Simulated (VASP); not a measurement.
An input for Ansatz (written as the equivalent of a VASP run, and not itself run):

Ansatz 0.2 input:
```yaml
crystal:
  lattice:
    - [10.3549830, 0.0000000, 0.0000000]
    - [0.0000000, 4.6732450, 0.0000000]
    - [0.0000000, 0.0000000, 17.5532110]
  atoms:
    - { symbol: Cs, position: [0.5841500, 0.2500000, 0.1699000] }
    - { symbol: Cs, position: [0.4158500, 0.7500000, 0.8301000] }
    - { symbol: Cs, position: [0.9158500, 0.7500000, 0.6699000] }
    - { symbol: Cs, position: [0.0841500, 0.2500000, 0.3301000] }
    - { symbol: Sn, position: [0.8413600, 0.2500000, 0.9381000] }
    - { symbol: Sn, position: [0.1586400, 0.7500000, 0.0619000] }
    - { symbol: Sn, position: [0.6586400, 0.7500000, 0.4381000] }
    - { symbol: Sn, position: [0.3413600, 0.2500000, 0.5619000] }
    - { symbol: I, position: [0.5268500, 0.7500000, 0.6156000] }
    - { symbol: I, position: [0.4731500, 0.2500000, 0.3844000] }
    - { symbol: I, position: [0.9731500, 0.2500000, 0.1156000] }
    - { symbol: I, position: [0.0268500, 0.7500000, 0.8844000] }
    - { symbol: I, position: [0.7940100, 0.7500000, 0.2913600] }
    - { symbol: I, position: [0.2059900, 0.2500000, 0.7086400] }
    - { symbol: I, position: [0.7059900, 0.2500000, 0.7913600] }
    - { symbol: I, position: [0.2940100, 0.7500000, 0.2086400] }
    - { symbol: I, position: [0.6661100, 0.7500000, 0.9986300] }
    - { symbol: I, position: [0.3338900, 0.2500000, 0.0013700] }
    - { symbol: I, position: [0.8338900, 0.2500000, 0.4986300] }
    - { symbol: I, position: [0.1661100, 0.7500000, 0.5013700] }
kpoints:
  mp_grid: { grid: [2, 4, 1] }
hamiltonian:
  xc: pbe
  pseudopotentials: { kind: paw }
scf:
  occupations: { method: gaussian, width: 0.01 }
  max_iter: 100
output: { forces: true, stress: true, eigenvalues: true }
```

**Question.** Write the VASP files for the same calculation (PBE).

**Answer.** Several could match; the one computed here: 
File POSCAR:
```
CsSnI3
1
   10.3549830000     0.0000000000     0.0000000000
    0.0000000000     4.6732450000     0.0000000000
    0.0000000000     0.0000000000    17.5532110000
Cs Sn I
4 4 12
Direct
  0.5841500000   0.2500000000   0.1699000000
  0.4158500000   0.7500000000   0.8301000000
  0.9158500000   0.7500000000   0.6699000000
  0.0841500000   0.2500000000   0.3301000000
  0.8413600000   0.2500000000   0.9381000000
  0.1586400000   0.7500000000   0.0619000000
  0.6586400000   0.7500000000   0.4381000000
  0.3413600000   0.2500000000   0.5619000000
  0.5268500000   0.7500000000   0.6156000000
  0.4731500000   0.2500000000   0.3844000000
  0.9731500000   0.2500000000   0.1156000000
  0.0268500000   0.7500000000   0.8844000000
  0.7940100000   0.7500000000   0.2913600000
  0.2059900000   0.2500000000   0.7086400000
  0.7059900000   0.2500000000   0.7913600000
  0.2940100000   0.7500000000   0.2086400000
  0.6661100000   0.7500000000   0.9986300000
  0.3338900000   0.2500000000   0.0013700000
  0.8338900000   0.2500000000   0.4986300000
  0.1661100000   0.7500000000   0.5013700000
```

File KPOINTS:
```
Automatic mesh
0
Gamma
2 4 1
0 0 0
```

### INCAR
```
PREC = Accurate
LMAXMIX = 4   ! l cut-off of mixed one-centre charges
SYSTEM = CsSnI3
LWAVE = F
LREAL = Auto   ! projection in real space or not
ISIF = 2
GGA = PE   ! PBE
ALGO = Normal   ! blocked Davidson
LASPH = T
SIGMA = 0.01
EDIFF = 1E-6   ! SCF stop (eV)
ISMEAR = 0
LCHARG = F
ENCUT = 300   ! plane-wave cut-off (eV)
NELM = 100   ! most electronic steps
```

POTCAR, in this order: Cs_sv Sn_d I (PBE.64 set). Program: vasp_std.

Limits of the translation: each code has its own PAW files, so the cut-off isn't converted (ENCUT is set for VASP's; basis.ecutwfc is left out, and Ansatz then takes the one that its files recommend); Ansatz stops its SCF on the density residual and VASP on the energy change (EDIFF).

The structure comes from a computed database's CsSnI3 entry; how it stands against other phases isn't given here. The cell was not relaxed at this level. The run is one of a series of settings (KPOINTS 2×4×1 Γ-centred mesh against the base run), some of them coarse on purpose.
